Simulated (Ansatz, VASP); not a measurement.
**One calculation of BeB3P2, two programs**

Contents of INCAR:

```
  PREC = Accurate
  ENCUT = 600
  EDIFF = 1E-6
  ISMEAR = 0
  SIGMA = 0.1
  LREAL = False
  LASPH = True
  NELM = 60
  ALGO = Normal
  ISIF = 3
  LWAVE = False
  LCHARG = False
  GGA = PE
  IBRION = 2
  NSW = 90
  EDIFFG = -0.04
```

KPOINTS

```
regular mesh
0
Gamma
  4 4 4
```

File POSCAR:

```
BeB3P2
1.0
    3.0888065700      1.7833233000      2.5220000000
   -3.0888065700      1.7833233000      2.5220000000
    0.0000000000     -3.5666466000      2.5220000000
Be B P
1 3 2
Direct
    0.5000000000      0.5000000000      0.5000000000
    0.0000000000      0.5000000000      0.0000000000
    0.5000000000      0.0000000000      0.0000000000
    0.0000000000      0.0000000000      0.5000000000
    0.7500000000      0.7500000000      0.7500000000
    0.2500000000      0.2500000000      0.2500000000
```

Input for Ansatz:

```yaml
crystal:
  lattice:
    - [3.08880657, 1.7833233, 2.522]
    - [-3.08880657, 1.7833233, 2.522]
    - [0.0, -3.5666466, 2.522]
  atoms:
    - { symbol: Be, position: [0.5, 0.5, 0.5] }
    - { symbol: B, position: [0.0, 0.5, 0.0] }
    - { symbol: B, position: [0.5, 0.0, 0.0] }
    - { symbol: B, position: [0.0, 0.0, 0.5] }
    - { symbol: P, position: [0.75, 0.75, 0.75] }
    - { symbol: P, position: [0.25, 0.25, 0.25] }
basis:
  ecutwfc: 420
kpoints:
  mp_grid: { grid: [4, 4, 4] }
hamiltonian:
  xc: pbe
scf:
  occupations: { method: gaussian, width: 0.1 }
  lower_state_search: "off"
output:
  forces: true
  stress: true
  eigenvalues: true
relax:
  adjacent_minimum: "off"
  f_tol: 0.04
  max_steps: 70
  cell: { stress_tol: 0.4 }
```

Alike in both runs: task relaxation of cell and atoms; functional PBE; k mesh 4 × 4 × 4; occupations gaussian, width 0.1 eV; no spin polarisation.

|  | VASP | Ansatz |
| --- | --- | --- |
| version | VASP 6.6.1 | Ansatz 0.2.0 |
| potentials or method | VASP PAW PBE potentials, release 64 (Be, B, P) | scalar-relativistic, plane waves, PAW |
| plane-wave cutoff (eV) | 600 | 420 |
| valence electrons in the cell | 21 | 21 |

VASP gave:

| Item | Value |
| --- | --- |
| gap on the k mesh at the Fermi level, each at its own relaxed structure (eV) | none |
| relaxed volume (Å³/atom) | 13.37 |
| relaxed cell length with the largest relative difference (Å) | 4.316 |
| energy change over the relaxation (meV/atom) | -108 |

**Question.** Which values does Ansatz return?

**Answer.** gap on the k mesh at the Fermi level, each at its own relaxed structure (eV): none; relaxed volume (Å³/atom): 13.41; relaxed cell length with the largest relative difference (Å): 4.320; energy change over the relaxation (meV/atom): -107.

A gap of «none» marks a metal or a gap that the smearing closes.
